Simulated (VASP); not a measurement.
Input of a VASP 6.6.1 run:

File INCAR:

```
SYSTEM = KNi
ALGO = Normal
EDIFF = 1E-6
EDIFFG = -0.01
ENCUT = 600
GGA = PE
IBRION = 2
ISIF = 3
ISMEAR = -1
ISPIN = 2
LASPH = .True.
LCHARG = .False.
LMAXMIX = 4
LORBIT = 11
LREAL = .False.
LWAVE = .False.
MAGMOM = 0 1
NELM = 120
NSW = 40
PREC = Accurate
SIGMA = 0.05
```

KPOINTS

```
k-points
0
Gamma
  5 5 5
  0 0 0
```

Contents of POSCAR:

```
KNi
1.0
    0.0000000000      3.1179336400      3.1179336400
    3.1179336400      0.0000000000      3.1179336400
    3.1179336400      3.1179336400      0.0000000000
K Ni
1 1
Direct
    0.7500000000      0.7500000000      0.7500000000
    0.0000000000      0.0000000000      0.0000000000
```

Potentials or basis: VASP PAW PBE potentials, release 64 (K_sv, Ni).

Run with:

```sh
$ cat potpaw_PBE.64/K_sv/POTCAR potpaw_PBE.64/Ni/POTCAR > POTCAR
$ mpirun -np 1 vasp_std > vasp.out
```

Question: What does it give for the net moment?

Answer: -0.07 μB per cell.

Question: Predict the relaxed volume.

Answer: 55.62 Å³/atom.

Step by step:
```
step  energy change (eV)  largest force (eV/Å)  pressure (GPa)  volume (Å³)
   1              0.0000                0.0000            6.14        60.62
   2             -0.3432                0.0000            4.12        71.40
   3             -0.5939                0.0000            0.02       111.23
```

Caveat: the volume moved by over 15 % at a fixed basis, so the end points are rough.
